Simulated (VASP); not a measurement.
Consider the following.

```
CELL_PARAMETERS angstrom
      0.00000     2.27000     2.27000
      2.27000     0.00000     2.27000
      2.27000     2.27000     0.00000
ATOMIC_POSITIONS crystal
  B  0.00000 0.00000 0.00000
  P  0.25000 0.25000 0.25000
```
Cell charge -0.1.

Method: PBE GGA, VASP's PBE PAW potentials (set 64) (plane waves; VASP). Numerical set-up: NELECT = 8.1, 520 eV cut-off, 9×9×9 Γ-centred mesh, Gaussian smearing of 0.050 eV, potentials B P.

The cell is charged, with a uniform compensating background.

Task: Give the stress tensor in GPa (positive for a compressed cell).

Result: 
```
7.90  0.00  0.00
0.00  7.90  0.00
0.00  0.00  7.90
```
The pressure is its mean diagonal, 7.90 GPa.

The compound is BP in the zinc blende structure. The cell was not relaxed at this level. The run is one of a series of settings (NELECT = 8.1 against the base run), some of them coarse on purpose.
